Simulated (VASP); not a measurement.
Method: PBE GGA with D4 dispersion, VASP's PBE PAW potentials (set 64) (plane waves; VASP).

VASP ran on this input.

File KPOINTS:
```
Automatic mesh
0
Gamma
10 10 10
0 0 0
```

File POSCAR:
```
Rb
1
   -2.7950952273     2.7950952273     2.7950952273
    2.7950952273    -2.7950952273     2.7950952273
    2.7950952273     2.7950952273    -2.7950952273
Rb
1
Direct
  0.0000000000   0.0000000000   0.0000000000
```

**INCAR**
```
SYSTEM = Rb
PREC = Accurate; ENCUT = 520; LREAL = .FALSE.
LASPH = .TRUE.
EDIFF = 1E-7; NELM = 100; ALGO = Normal
LMAXMIX = 4
ISMEAR = -5
GGA = PE; IVDW = 13
ISIF = 2
LWAVE = .FALSE.; LCHARG = .TRUE.; LORBIT = 11
NEDOS = 601
```

POTCAR, in this order: Rb_sv (PBE.64 set). Program: vasp_std.

What VASP printed:

### OSZICAR
```
       N       E                     dE             d eps       ncg     rms          rms(c)
DAV:   1     0.486427332212E+02    0.48643E+02   -0.33356E+03   752   0.819E+02
DAV:   2     0.170270643288E+01   -0.46940E+02   -0.46325E+02   840   0.143E+02
DAV:   3    -0.864730040582E+00   -0.25674E+01   -0.25667E+01  1000   0.387E+01
DAV:   4    -0.932841866180E+00   -0.68112E-01   -0.68008E-01  1272   0.527E+00
DAV:   5    -0.933097562829E+00   -0.25570E-03   -0.25569E-03  1112   0.302E-01    0.129E+00
DAV:   6    -0.933435450627E+00   -0.33789E-03   -0.19032E-03  1256   0.293E-01    0.781E-01
DAV:   7    -0.934252604448E+00   -0.81715E-03   -0.34617E-03   928   0.404E-01    0.475E-02
DAV:   8    -0.934358764740E+00   -0.10616E-03   -0.11403E-04  1080   0.100E-01    0.188E-02
DAV:   9    -0.934369909380E+00   -0.11145E-04   -0.10343E-05  1136   0.299E-02    0.472E-03
DAV:  10    -0.934369555438E+00    0.35394E-06   -0.36798E-06  1216   0.127E-02    0.999E-04
DAV:  11    -0.934369565102E+00   -0.96639E-08   -0.53652E-08   904   0.188E-03
   1 F= -.10122476E+01 E0= -.10122476E+01  d E =0.000000E+00
```

File OUTCAR:
```
------------------------ aborting loop because EDIFF is reached ----------------------------------------
  Edisp (eV):   -0.07788
  FORCE on cell =-STRESS in cart. coord.  units (eV):
  Direction    XX          YY          ZZ          XY          YZ          ZX
  --------------------------------------------------------------------------------------
  Total      -0.00919    -0.00919    -0.00919    -0.00000     0.00000     0.00000
  in kB      -0.16858    -0.16858    -0.16858    -0.00000     0.00000     0.00000
  external pressure =       -0.17 kB  Pullay stress =        0.00 kB
  volume of cell :       87.35
      direct lattice vectors                 reciprocal lattice vectors
    -2.795095227  2.795095227  2.795095227     0.000000000  0.178884782  0.178884782
     2.795095227 -2.795095227  2.795095227     0.178884782  0.000000000  0.178884782
     2.795095227  2.795095227 -2.795095227     0.178884782  0.178884782  0.000000000
 POSITION                                       TOTAL-FORCE (eV/Angst)
 -----------------------------------------------------------------------------------
      0.00000      0.00000      0.00000        -0.000000     -0.000000     -0.000000
 -----------------------------------------------------------------------------------
    total drift:                               -0.000000      0.000000      0.000000
  FREE ENERGIE OF THE ION-ELECTRON SYSTEM (eV)
  ---------------------------------------------------
  free  energy   TOTEN  =        -1.0122476332 eV

  energy  without entropy=       -1.0122476332  energy(sigma->0) =       -1.01224763

 total charge

# of ion       s       p       d       tot
------------------------------------------
    1        1.965   5.320   0.005   7.291
```
(Selected blocks of OUTCAR.)

For a metal the tetrahedron method with Blöchl corrections gives inexact stress and forces.

The compound is Rb in the bcc structure. It was relaxed first.
